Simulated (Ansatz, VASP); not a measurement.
# Cross-check of ZrCu (Cu50Zr50 metallic glass) between VASP and Ansatz

Wanted: the spread between two codes on one cell, functional and k mesh. The structure shown is the start of the Ansatz relaxation below; VASP solves that cell, so the two are compared at the walk's first step.

Calculated with Ansatz 0.2.0; plane waves, with VASP 6.6.1 beside it; single point at r2SCAN.

### Step 1. Set-up

The cell holds 48 atoms: 24 Cu and 24 Zr. Its edges and angles: a = 9.514 Å, b = 9.509 Å, c = 9.344 Å, α = 90.0°, β = 90.0°, γ = 90.0°. As first built, before any earlier steps moved the atoms (in the runner's words): 48 atoms (24 Cu, 24 Zr) placed at random at 7.2 g/cm^3, melted at 3000 K for 8 ps at fixed volume with the Finnis-Sinclair Cu-Zr potential (Mendelev, file CuZr_mm.eam.fs of the LAMMPS distribution). Quenched from 3000 K to 300 K at 60 K/ps and fixed volume, held 5 ps.

### Step 2. Ansatz: relaxation, r2SCAN

Ansatz runs on its default PAW (the set named soft_2) files.

The two programs are compared at the cell with which this relaxation starts, whose forces are those of its first step.

input.yaml

```yaml
crystal:
  lattice:
    - [9.51379, 0.0, 0.0]
    - [0.0, 9.50855, 0.0]
    - [0.0, 0.0, 9.34362]
  atoms:
    - { symbol: Cu, position: [0.77425, 0.95464, 0.00442] }
    - { symbol: Cu, position: [0.4185, 0.93939, 0.25911] }
    - { symbol: Cu, position: [0.93272, 0.48483, 0.09511] }
    - { symbol: Cu, position: [0.83908, 0.40867, 0.82506] }
    - { symbol: Cu, position: [0.3269, 0.49027, 0.45867] }
    - { symbol: Cu, position: [0.25978, 0.84502, 0.06203] }
    - { symbol: Cu, position: [0.01845, 0.93461, 0.47895] }
    - { symbol: Cu, position: [0.51124, 0.92253, 0.98209] }
    - { symbol: Cu, position: [0.9647, 0.29211, 0.27468] }
    - { symbol: Cu, position: [0.12075, 0.34353, 0.83764] }
    - { symbol: Cu, position: [0.7927, 0.80689, 0.445] }
    - { symbol: Cu, position: [0.14747, 0.2737, 0.4643] }
    - { symbol: Cu, position: [0.99264, 0.77394, 0.68224] }
    - { symbol: Cu, position: [0.33113, 0.55125, 0.70769] }
    - { symbol: Cu, position: [0.17833, 0.35079, 0.10321] }
    - { symbol: Cu, position: [0.69621, 0.28978, 0.31984] }
    - { symbol: Cu, position: [0.38451, 0.40315, 0.93472] }
    - { symbol: Cu, position: [0.04026, 0.92518, 0.93106] }
    - { symbol: Cu, position: [0.76433, 0.63341, 0.64628] }
    - { symbol: Cu, position: [0.29509, 0.02387, 0.49406] }
    - { symbol: Cu, position: [0.47395, 0.98512, 0.72479] }
    - { symbol: Cu, position: [0.55774, 0.51401, 0.33312] }
    - { symbol: Cu, position: [0.5966, 0.11895, 0.13925] }
    - { symbol: Cu, position: [0.11397, 0.50831, 0.30413] }
    - { symbol: Zr, position: [0.93563, 0.19402, 0.00168] }
    - { symbol: Zr, position: [0.85686, 0.24394, 0.56476] }
    - { symbol: Zr, position: [0.83415, 0.54025, 0.37181] }
    - { symbol: Zr, position: [0.59834, 0.40715, 0.6042] }
    - { symbol: Zr, position: [0.64612, 0.76745, 0.18991] }
    - { symbol: Zr, position: [0.53475, 0.67003, 0.86001] }
    - { symbol: Zr, position: [0.14282, 0.61018, 0.93327] }
    - { symbol: Zr, position: [0.30031, 0.11903, 0.96707] }
    - { symbol: Zr, position: [0.84204, 0.68978, 0.91664] }
    - { symbol: Zr, position: [0.22003, 0.75903, 0.39821] }
    - { symbol: Zr, position: [0.50719, 0.7365, 0.5225] }
    - { symbol: Zr, position: [0.35218, 0.25644, 0.67387] }
    - { symbol: Zr, position: [0.25414, 0.83215, 0.73646] }
    - { symbol: Zr, position: [0.82807, 0.04159, 0.28917] }
    - { symbol: Zr, position: [0.62622, 0.18794, 0.86029] }
    - { symbol: Zr, position: [0.14869, 0.06185, 0.24136] }
    - { symbol: Zr, position: [0.0544, 0.51687, 0.61205] }
    - { symbol: Zr, position: [0.76767, 0.93761, 0.70176] }
    - { symbol: Zr, position: [0.36584, 0.60127, 0.15577] }
    - { symbol: Zr, position: [0.98649, 0.78575, 0.19477] }
    - { symbol: Zr, position: [0.40264, 0.27215, 0.289] }
    - { symbol: Zr, position: [0.64089, 0.43878, 0.06109] }
    - { symbol: Zr, position: [0.07793, 0.09834, 0.69855] }
    - { symbol: Zr, position: [0.57344, 0.07094, 0.47878] }
kpoints:
  mp_grid: { grid: [1, 1, 1] }
hamiltonian:
  xc: r2scan
scf:
  occupations: { method: fermi_dirac, width: 0.05 }
output:
  forces: true
  stress: true
relax:
  f_tol: 0.04
  max_steps: 60
  cell: { stress_tol: 0.1, fix: [alpha, beta, gamma] }
```

Started as:

```sh
> ansatz run input.yaml --threads 4 --pin off --max-ram 15360MiB --backend cpu --events-out ev --progress --plain --runs-dir out
```

Numbers of over 12 decimals in the logs are rounded to 6 here.

Output:

```text
The last accepted step is kept in <dir> (removed where the run ends without a failure and the disk answers)
Engine: ansatz 0.2.0, aarch64-unknown-linux-gnu
Pseudopotentials: kind: paw
Pseudopotential: Cu, paw, valence charge 19, recommended cutoff 500 eV (meta_gga), Cu.paw.azcp
Pseudopotential: Zr, paw, valence charge 12, recommended cutoff 500 eV (meta_gga), Zr.paw.azcp
Functional definition: r2SCAN
  parameter k0 = 0.174
  parameter k1 = 0.065
  parameter a1 = 4.9479
  exchange = r2scan_x(k0 = k0, k1 = k1, a1 = a1)
  correlation = r2scan_c
Crystal: 48 atoms, lattice volume = 845.246 Å³
Basis set: ecut = 500 eV, 21495 PW (Γ), exchange–correlation on 288×288×288 points (64 copies of the dense FFT grid, shifted against one another)
Bands: 447, of which v1, the nominal top of the filled ones, is band 372 counted from 1 (371 counted from 0)
Symmetry: 1 space group operations
Space group: P1 (ITA 1), of the structure as read, at distance tolerance 9.5e-5 Å
k-points: 1
Non-local potential: Cu, projectors of the file, l = 0: 3, l = 1: 2, l = 2: 3, l = 3: 1
Non-local potential: Zr, projectors of the file, l = 0: 3, l = 1: 2, l = 2: 2, l = 3: 2
PAW form: soft (Blöchl's): semilocal exchange-correlation on the pseudo side does not see the compensation charge
PAW frozen core: Cu, regenerated for the run's functional (the file was generated under x = pbe(κ = 0.804, μ = 0.219515), c = pbe(β = 0.066725))
PAW frozen core: Zr, regenerated for the run's functional (the file was generated under x = pbe(κ = 0.804, μ = 0.219515), c = pbe(β = 0.066725))
PAW one-centre angular grid: Cu, 590 points (default); XC on 160 Gauss nodes
PAW one-centre angular grid: Zr, 590 points (default); XC on 160 Gauss nodes
Initial density: superposition of atomic densities (neutral atoms: chi_scale 0, normalization atom), corrected by the library's trained network
Initial wavefunctions: pseudopotential atomic-orbital guess
Functional: x = r2scan, c = r2scan; τ floored in thin density (d = 2e-4 eV/Å³)
SCF iter   1: F=—  HF=-259832.775279 eV  |F-HF|=—  |Δ(HF+E_count)|=         —  Δρ=3.44e-2  dr2=8.50e0  dr2_τ=1.63e-1  ethr=1.77e-3  ⟨swp⟩=5.0  Hψ=1347  notcnv=0  defer=24
preconditioner: auto → Kerker (q_TF=auto, 2.671 Å⁻¹)  [metal: Δε(μ)=0.066 eV  Ē_g=12.353 eV  σ=0.050 eV  W_gap=0.32  n_scr=254 (ndim 8)  ℏωp=28.7 eV  f_vac=0.000  D(μ)=35.21/eV (n_scr^D=288)]
SCF iter   2: F=—  HF=-259833.485185 eV  |F-HF|=—  |Δ(HF+E_count)|=   7.10e-1  Δρ=2.83e-2  dr2=3.74e0  dr2_τ=9.00e-2  ethr=1.14e-3  ⟨swp⟩=2.0  Hψ=720  notcnv=0  defer=39
SCF iter   3: F=—  HF=-259832.624338 eV  |F-HF|=—  |Δ(HF+E_count)|=   8.61e-1  Δρ=9.69e-3  dr2=9.63e-1  dr2_τ=5.59e-3  ethr=5.03e-4  ⟨swp⟩=2.0  Hψ=618  notcnv=0  defer=39
SCF iter   4: F=—  HF=-259832.529955 eV  |F-HF|=—  |Δ(HF+E_count)|=   9.44e-2  Δρ=4.10e-3  dr2=1.06e-1  dr2_τ=3.45e-3  ethr=1.29e-4  ⟨swp⟩=2.0  Hψ=542  notcnv=0  defer=39
SCF iter   5: F=—  HF=-259832.539169 eV  |F-HF|=—  |Δ(HF+E_count)|=   9.21e-3  Δρ=3.71e-3  dr2=8.09e-2  dr2_τ=9.14e-4  ethr=1.42e-5  ⟨swp⟩=2.0  Hψ=807  notcnv=0  defer=39
SCF iter   6: F=—  HF=-259832.538523 eV  |F-HF|=—  |Δ(HF+E_count)|=   6.46e-4  Δρ=1.07e-3  dr2=1.14e-2  dr2_τ=4.48e-4  ethr=1.09e-5  ⟨swp⟩=2.0  Hψ=584  notcnv=0  defer=39
SCF iter   7: F=—  HF=-259832.540215 eV  |F-HF|=—  |Δ(HF+E_count)|=   1.69e-3  Δρ=7.54e-4  dr2=3.96e-3  dr2_τ=9.62e-5  ethr=1.53e-6  ⟨swp⟩=2.0  Hψ=590  notcnv=0  defer=39
SCF iter   8: F=—  HF=-259832.540287 eV  |F-HF|=—  |Δ(HF+E_count)|=   7.15e-5  Δρ=5.42e-4  dr2=1.73e-3  dr2_τ=1.60e-5  ethr=5.33e-7  ⟨swp⟩=2.0  Hψ=766  notcnv=0  defer=39
SCF iter   9: F=—  HF=-259832.540403 eV  |F-HF|=—  |Δ(HF+E_count)|=   1.17e-4  Δρ=1.55e-4  dr2=1.51e-4  dr2_τ=5.89e-6  ethr=2.33e-7  ⟨swp⟩=2.0  Hψ=696  notcnv=0  defer=39
SCF iter  10: F=—  HF=-259832.540688 eV  |F-HF|=—  |Δ(HF+E_count)|=   2.85e-4  Δρ=1.20e-4  dr2=1.03e-4  dr2_τ=2.10e-6  ethr=2.03e-8  ⟨swp⟩=2.0  Hψ=782  notcnv=0  defer=39
SCF iter  11: F=—  HF=-259832.540754 eV  |F-HF|=—  |Δ(HF+E_count)|=   6.60e-5  Δρ=1.50e-4  dr2=1.45e-4  dr2_τ=8.89e-7  ethr=1.39e-8  ⟨swp⟩=2.0  Hψ=770  notcnv=0  defer=39
SCF iter  12: F=—  HF=-259832.540751 eV  |F-HF|=—  |Δ(HF+E_count)|=   3.02e-6  Δρ=8.61e-5  dr2=4.93e-5  dr2_τ=4.09e-7  ethr=1.39e-8  ⟨swp⟩=2.0  Hψ=531  notcnv=0  defer=39
SCF iter  13: F=—  HF=-259832.542499 eV  |F-HF|=—  |Δ(HF+E_count)|=   1.75e-3  Δρ=5.18e-5  dr2=1.74e-5  dr2_τ=2.44e-7  ethr=6.63e-9  ⟨swp⟩=2.0  Hψ=769  notcnv=0  defer=39
SCF iter  14: F=—  HF=-259832.542498 eV  |F-HF|=—  |Δ(HF+E_count)|=   1.10e-6  Δρ=2.27e-5  dr2=3.96e-6  dr2_τ=3.33e-8  ethr=2.33e-9  ⟨swp⟩=2.0  Hψ=765  notcnv=0  defer=39
SCF iter  15: F=—  HF=-259832.542498 eV  |F-HF|=—  |Δ(HF+E_count)|=   9.59e-8  Δρ=7.98e-6  dr2=7.82e-7  dr2_τ=1.44e-8  ethr=5.32e-10  ⟨swp⟩=2.0  Hψ=541  notcnv=0  defer=39
[...]
basis re-selected at this cell: Δ(F+E_penalty+E_count) = +9.823e-3 eV, ΔP = -0.008 GPa vs the last step (what re-selecting the basis moved, of the pressure what is left beyond the Pulay correction that the steps carried, after the strain that the cell walked since its last selection, with what the two solves' SCF thresholds leave and, on support functions, any second-order correction that the steps lacked; it is no m [...]
SCF converged after 9 iterations
Free energy (F): -259832.698046 eV
Harris-Foulkes:  -259832.698046 eV  (|F-HF|=2.33e-10)
Internal energy: -259832.419006 eV  (E = F + TS)
E sigma→0 (E₀):  -259832.558526 eV
Entropy (-TS):   -0.279040 eV (-5.813 meV/atom)
Fermi energy:    15.115114 eV
--- Per-component energies (eV) ---
  E_band       = -12399.175374
  E_kinetic    = 15166.553506
  E_local      = -138490.224313  (includes V_loc(G=0)·N_el)
  E_nonlocal   = 11257.109951
  E_hartree    = 60367.551750
  E_xc         = -5757.255926
  E_vxc        = -8083.233226  (∫ρ·V_xc dr)
  E_paw        = -111457.503642  (= ΣΔE_a)
  E_vpaw       = -13507.427900  (= ΣTr[D̂ρ^β])
  E_aug_tail   = 0.003758  (compensation charges beyond the density's cutoff)
  E_vtau       = 522.941727  (kinetic-family band-sum trace: ∫τ·v_τ [+ j·A + Jᵃ·Aᵃ] dr)
  E_ewald      = -90907.473700
  E_core_change = -11.180391  (= ΣΔE_core)
  E_smearing   = -0.279040  (= −TS)
  E_closure    = -0.000000  (closes the sum)
  Σ components = -259832.698046   (vs F -259832.698046, Δ=0.00e0)
--- Forces (eV/Å), atoms counted from 1 ---
  atom   1  Cu     0.00572485     0.00656051    -0.00377746
  atom   2  Cu     0.00120618     0.00674442    -0.00784947
  atom   3  Cu     0.00260204    -0.00074910     0.00192143
  atom   4  Cu    -0.00393800    -0.00352584    -0.00267200
  atom   5  Cu     0.00370812    -0.00472381    -0.00659778
  atom   6  Cu    -0.00595953     0.00067039     0.00214226
  atom   7  Cu     0.00356356    -0.02212472    -0.01225072
  atom   8  Cu    -0.00430796     0.00299866     0.00017696
  atom   9  Cu     0.00869208     0.00087934     0.00193683
  atom  10  Cu     0.00391943    -0.00600554    -0.00865690
  atom  11  Cu    -0.01088579     0.00184697    -0.00639458
  atom  12  Cu     0.00283151     0.00898060     0.00050774
  atom  13  Cu     0.00056083     0.00144276     0.02597214
  atom  14  Cu     0.00074745     0.00655933     0.00495176
  atom  15  Cu     0.00643577    -0.00808087    -0.00204877
  atom  16  Cu     0.00192634    -0.00829411     0.00385172
  atom  17  Cu     0.00436929    -0.00283820    -0.00124880
  atom  18  Cu     0.00022684    -0.01572208    -0.00209948
  atom  19  Cu     0.00472228    -0.01008625     0.00014653
  atom  20  Cu    -0.00466693    -0.00266749     0.00095104
  atom  21  Cu     0.01699368    -0.00070325    -0.00463830
  atom  22  Cu    -0.01727795     0.01013545    -0.00618467
  atom  23  Cu     0.00805175    -0.00344844    -0.00584776
  atom  24  Cu    -0.00901678    -0.00482706     0.00544600
[...]
atom  41  Zr    -0.00431831     0.00133415    -0.01149712
  atom  42  Zr     0.00053852     0.01148092    -0.00831907
  atom  43  Zr     0.00427097     0.00193569    -0.00626456
  atom  44  Zr     0.00023502     0.00604247    -0.00421485
  atom  45  Zr    -0.00801985    -0.00076959     0.00484015
  atom  46  Zr     0.01883749    -0.01575430    -0.00393755
  atom  47  Zr     0.00160926    -0.00371810     0.01299752
  atom  48  Zr    -0.00574804     0.00657402     0.01275215
  max |Σ_I F_I| component: 5.13e-6 eV/Å
--- Stress (GPa, compression-positive) ---
       -0.010623      -0.049653       0.975972
       -0.049653      -0.008573       0.451363
        0.975972       0.451363       0.019271
  P = ⅓ Tr σ = 0.0000 GPa (0.000 kbar)
--- Relaxed structure (7 steps of the walk, 4 accepted, 1 SCFs on fresh bases) ---
  F+E_penalty+E_count = -259832.69804641 eV   max|allowed force component| = 2.597e-2 eV/Å   (the final SCF, on the basis selected at the relaxed cell)
  cell:  # Å, volume = 830.5134 Å³
    - [9.451536, 0, 0]
    - [0, 9.446628, 0]
    - [0, 0, 9.301810]
  atoms:
    - { symbol: Cu, position: [0.775002, 0.954525, 0.00323892] }
    - { symbol: Cu, position: [0.415873, 0.942779, 0.254563] }
    - { symbol: Cu, position: [0.935927, 0.484388, 0.095494] }
    - { symbol: Cu, position: [0.840655, 0.408188, 0.826495] }
    - { symbol: Cu, position: [0.327534, 0.489113, 0.457889] }
    - { symbol: Cu, position: [0.257512, 0.847190, 0.061963] }
    - { symbol: Cu, position: [0.018287, 0.928114, 0.480545] }
    - { symbol: Cu, position: [0.510785, 0.922584, 0.982193] }
    - { symbol: Cu, position: [0.964857, 0.294519, 0.275910] }
    - { symbol: Cu, position: [0.120612, 0.342853, 0.837272] }
    - { symbol: Cu, position: [0.792421, 0.805934, 0.446102] }
    - { symbol: Cu, position: [0.147419, 0.276874, 0.465560] }
    - { symbol: Cu, position: [0.991838, 0.772716, 0.684713] }
    - { symbol: Cu, position: [0.331894, 0.552823, 0.705794] }
    - { symbol: Cu, position: [0.179257, 0.352413, 0.101856] }
    - { symbol: Cu, position: [0.693597, 0.288825, 0.321222] }
    - { symbol: Cu, position: [0.384583, 0.405756, 0.933335] }
    - { symbol: Cu, position: [0.038397, 0.924056, 0.930830] }
    - { symbol: Cu, position: [0.766107, 0.631664, 0.647620] }
    - { symbol: Cu, position: [0.293268, 0.024420, 0.495547] }
    - { symbol: Cu, position: [0.473302, 0.984941, 0.725037] }
    - { symbol: Cu, position: [0.555930, 0.512682, 0.329551] }
    - { symbol: Cu, position: [0.598622, 0.117621, 0.138905] }
    - { symbol: Cu, position: [0.115477, 0.507527, 0.303358] }
    - { symbol: Zr, position: [0.936742, 0.194347, 0.00348575] }
    - { symbol: Zr, position: [0.857150, 0.247228, 0.561784] }
    - { symbol: Zr, position: [0.831609, 0.541751, 0.369603] }
    - { symbol: Zr, position: [0.598251, 0.408406, 0.602629] }
    - { symbol: Zr, position: [0.645608, 0.770501, 0.188539] }
    - { symbol: Zr, position: [0.536511, 0.670675, 0.858376] }
    - { symbol: Zr, position: [0.145652, 0.607059, 0.934259] }
    - { symbol: Zr, position: [0.301865, 0.120052, 0.968338] }
    - { symbol: Zr, position: [0.845746, 0.689661, 0.918548] }
    - { symbol: Zr, position: [0.223368, 0.760385, 0.399575] }
    - { symbol: Zr, position: [0.508317, 0.731298, 0.522747] }
    - { symbol: Zr, position: [0.350154, 0.257808, 0.674497] }
    - { symbol: Zr, position: [0.252288, 0.834150, 0.737355] }
    - { symbol: Zr, position: [0.826751, 0.040187, 0.291325] }
    - { symbol: Zr, position: [0.625947, 0.186607, 0.859995] }
    - { symbol: Zr, position: [0.147500, 0.065480, 0.247784] }
    - { symbol: Zr, position: [0.055468, 0.518090, 0.611192] }
    - { symbol: Zr, position: [0.765832, 0.933583, 0.701704] }
    - { symbol: Zr, position: [0.366806, 0.603633, 0.154454] }
    - { symbol: Zr, position: [0.990515, 0.785104, 0.197124] }
    - { symbol: Zr, position: [0.400584, 0.272492, 0.287759] }
    - { symbol: Zr, position: [0.643328, 0.437547, 0.061848] }
    - { symbol: Zr, position: [0.074709, 0.098160, 0.696571] }
    - { symbol: Zr, position: [0.568282, 0.066285, 0.475945] }
```

(Continued in part 2 of 2.)

[Lines on the potential files, build, host, timing and source positions are cut from VASP's logs without a mark.]

[Logs are printed without paths, hosts, clocks, repeated set-up lines and the standing remarks that a program may print on its own settings, such as how far it seeks lower states.]

[Hosts, paths, dates, database ids (printed as entryN), source tags and the programs' standing remarks are cut or masked in the printed files.]
